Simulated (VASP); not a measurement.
Calculation: PBEsol GGA, VASP's PBE PAW potentials (set 64) (plane waves; VASP 6.6.1).

VASP input:

INCAR:
```
ALGO = Normal
EDIFF = 1E-6
EDIFFG = -0.01
ENCUT = 520
GGA = PS
IBRION = 2
ISIF = 3
ISMEAR = 1
LASPH = T
LCHARG = F
LMAXMIX = 4
LREAL = F
LWAVE = F
NELM = 100
NSW = 60
PREC = Accurate
SIGMA = 0.1
SYSTEM = ZrC
```

KPOINTS:
```
Automatic mesh
0
Gamma
12 12 12
0 0 0
```

POSCAR:
```
ZrC
1
    0.0000000000     2.3500000000     2.3500000000
    2.3500000000     0.0000000000     2.3500000000
    2.3500000000     2.3500000000     0.0000000000
Zr C
1 1
Direct
  0.0000000000   0.0000000000   0.0000000000
  0.5000000000   0.5000000000   0.5000000000
```

POTCAR, in this order: Zr_sv C (PBE.64 set). Program: vasp_std.

The resulting files:

### OSZICAR
```
       N       E                     dE             d eps       ncg     rms          rms(c)
DAV:   1     0.110104786312E+03    0.11010E+03   -0.90134E+03  1728   0.135E+03
DAV:   2    -0.178460290795E+02   -0.12795E+03   -0.12058E+03  2020   0.334E+02
DAV:   3    -0.235894345951E+02   -0.57434E+01   -0.56073E+01  2540   0.639E+01
DAV:   4    -0.237945098496E+02   -0.20508E+00   -0.20496E+00  2228   0.115E+01
DAV:   5    -0.237999774146E+02   -0.54676E-02   -0.54673E-02  2488   0.157E+00    0.216E+01
DAV:   6    -0.207210889104E+02    0.30789E+01   -0.14963E+01  1956   0.272E+01    0.862E+00
DAV:   7    -0.205867629207E+02    0.13433E+00   -0.70296E-01  2044   0.671E+00    0.611E+00
DAV:   8    -0.205691393739E+02    0.17624E-01   -0.14232E-01  1848   0.339E+00    0.126E+00
DAV:   9    -0.205659275103E+02    0.32119E-02   -0.29016E-02  2156   0.113E+00    0.487E-01
DAV:  10    -0.205659116245E+02    0.15886E-04   -0.20360E-03  2036   0.563E-01    0.312E-01
DAV:  11    -0.205657720430E+02    0.13958E-03   -0.57371E-04  1936   0.195E-01    0.207E-02
DAV:  12    -0.205657706752E+02    0.13679E-05   -0.79974E-06  2396   0.339E-02    0.994E-03
DAV:  13    -0.205657705030E+02    0.17213E-06   -0.32107E-07  1100   0.635E-03
   1 F= -.20565771E+02 E0= -.20565646E+02  d E =-.205658E+02
       N       E                     dE             d eps       ncg     rms          rms(c)
DAV:   1    -0.207839402178E+02   -0.21817E+00   -0.79114E+00  1748   0.327E+01    0.659E+00
DAV:   2    -0.205800958395E+02    0.20384E+00   -0.46124E-01  1748   0.860E+00    0.192E+00
DAV:   3    -0.205445662968E+02    0.35530E-01   -0.24073E-01  2452   0.417E+00    0.800E-01
DAV:   4    -0.205497892225E+02   -0.52229E-02   -0.49363E-03  2036   0.657E-01    0.462E-01
DAV:   5    -0.205542013850E+02   -0.44122E-02   -0.97731E-03  2412   0.554E-01    0.109E-01
DAV:   6    -0.205543952429E+02   -0.19386E-03   -0.26808E-04  2192   0.144E-01    0.620E-02
DAV:   7    -0.205544441213E+02   -0.48878E-04   -0.10007E-04  2512   0.818E-02    0.285E-02
DAV:   8    -0.205544381251E+02    0.59962E-05   -0.10682E-05  2364   0.317E-02    0.602E-03
DAV:   9    -0.205544395070E+02   -0.13818E-05   -0.62148E-07   988   0.102E-02    0.221E-03
DAV:  10    -0.205544395296E+02   -0.22602E-07   -0.13903E-07   944   0.406E-03
   2 F= -.20554440E+02 E0= -.20554277E+02  d E =0.113310E-01
       N       E                     dE             d eps       ncg     rms          rms(c)
DAV:   1    -0.206563028586E+02   -0.10186E+00   -0.30446E+00  1748   0.206E+01    0.400E+00
DAV:   2    -0.205842417910E+02    0.72061E-01   -0.21739E-01  1776   0.578E+00    0.121E+00
DAV:   3    -0.205682422241E+02    0.16000E-01   -0.76172E-02  2344   0.239E+00    0.386E-01
DAV:   4    -0.205700649536E+02   -0.18227E-02   -0.28645E-03  2436   0.455E-01    0.297E-01
DAV:   5    -0.205717055935E+02   -0.16406E-02   -0.23906E-03  2804   0.287E-01    0.427E-02
DAV:   6    -0.205717876539E+02   -0.82060E-04   -0.20400E-04  2628   0.124E-01    0.347E-02
DAV:   7    -0.205717928763E+02   -0.52224E-05   -0.21462E-05  2140   0.603E-02    0.104E-02
DAV:   8    -0.205717932675E+02   -0.39126E-06   -0.87860E-07  1232   0.109E-02
   3 F= -.20571793E+02 E0= -.20571651E+02  d E =-.602276E-02
```

OUTCAR:
```
------------------------ aborting loop because EDIFF is reached ----------------------------------------
  FORCE on cell =-STRESS in cart. coord.  units (eV):
  Direction    XX          YY          ZZ          XY          YZ          ZX
  --------------------------------------------------------------------------------------
  Total       -0.0028899     -0.0028899     -0.0028899      0.0000000      0.0000000      0.0000000
  in kB       -0.1816142     -0.1816142     -0.1816142      0.0000000      0.0000000      0.0000000
  external PRESSURE =      -0.1816142 kB  Pullay stress =       0.0000000 kB
  volume of cell :       25.49
      direct lattice vectors                 reciprocal lattice vectors
     0.000000000  2.336003374  2.336003374    -0.214040787  0.214040787  0.214040787
     2.336003374 -0.000000000  2.336003374     0.214040787 -0.214040787  0.214040787
     2.336003374  2.336003374  0.000000000     0.214040787  0.214040787 -0.214040787
 POSITION                                       TOTAL-FORCE (eV/Angst)
 -----------------------------------------------------------------------------------
      0.00000     -0.00000      0.00000         0.000000      0.000000      0.000000
      2.33600      2.33600      2.33600        -0.000000      0.000000     -0.000000
 -----------------------------------------------------------------------------------
    total drift:                                0.000000      0.000000      0.000000
  FREE ENERGIE OF THE ION-ELECTRON SYSTEM (eV)
  ---------------------------------------------------
  free  energy   TOTEN  =       -20.5717932675 eV

  energy  without entropy=      -20.5713665496  energy(sigma->0) =      -20.57165103

 reached required accuracy - stopping structural energy minimisation
```
(Selected blocks of OUTCAR.)

File CONTCAR:
```
ZrC
   1.00000000000000
     0.0000000000000000    2.3360033740832296    2.3360033740832296
     2.3360033740832296   -0.0000000000000000    2.3360033740832296
     2.3360033740832296    2.3360033740832296    0.0000000000000000
  Zr              C
     1     1
Direct
     0.0000000000000000    0.0000000000000000    0.0000000000000000
     0.5000000000000000    0.5000000000000000    0.5000000000000000
```

### OUTCAR
```
 val. band max:        9.6796602520   @ k =   0.4167   0.4167   0.0000

 cond. band min:       9.7735492413   @ k =   0.1667   0.1667   0.0000


 Fermi energy:         9.7720771121

 k-point     1 :       0.0000    0.0000    0.0000
  band No.  band energies     occupation
      1     -38.2022      2.00000
      2     -15.9307      2.00000
      3     -15.9307      2.00000
      4     -15.9307      2.00000
      5      -1.6415      2.00000
      6      10.6599     -0.00000
      7      10.6599     -0.00000
      8      10.6599     -0.00000
      9      10.7653     -0.00000
     10      10.7653     -0.00000
     11      10.7653     -0.00000
     12      12.5606      0.00000

 k-point     2 :       0.0833    0.0000    0.0000
  band No.  band energies     occupation
      1     -38.1948      2.00000
      2     -15.9980      2.00000
      3     -15.9365      2.00000
      4     -15.9365      2.00000
      5      -1.4771      2.00000
      6       9.5716      2.01572
      7       9.8328      0.15393
      8       9.8328      0.15392
      9      11.0766     -0.00000
     10      11.0766     -0.00000
     11      11.4987     -0.00000
     12      13.4130      0.00000

 k-point     3 :       0.1667    0.0000    0.0000
  band No.  band energies     occupation
      1     -38.1744      2.00000
      2     -16.1777      2.00000
      3     -15.9522      2.00000
      4     -15.9522      2.00000
      5      -1.0141      2.00000
      6       8.2452      2.00000
      7       8.7854      2.00000
      8       8.7854      2.00000
      9      11.5597     -0.00000
     10      11.5597     -0.00000
     11      12.0068      0.00000
     12      14.9553      0.00000

 k-point     4 :       0.2500    0.0000    0.0000
  band No.  band energies     occupation
      1     -38.1464      2.00000
      2     -16.4137      2.00000
      3     -15.9736      2.00000
      4     -15.9736      2.00000
      5      -0.3315      2.00000
      6       6.9166      2.00000
...
```

The compound is ZrC in the rock salt structure. This run relaxes it. Symmetry was kept, so distortions that lower it aren't found.
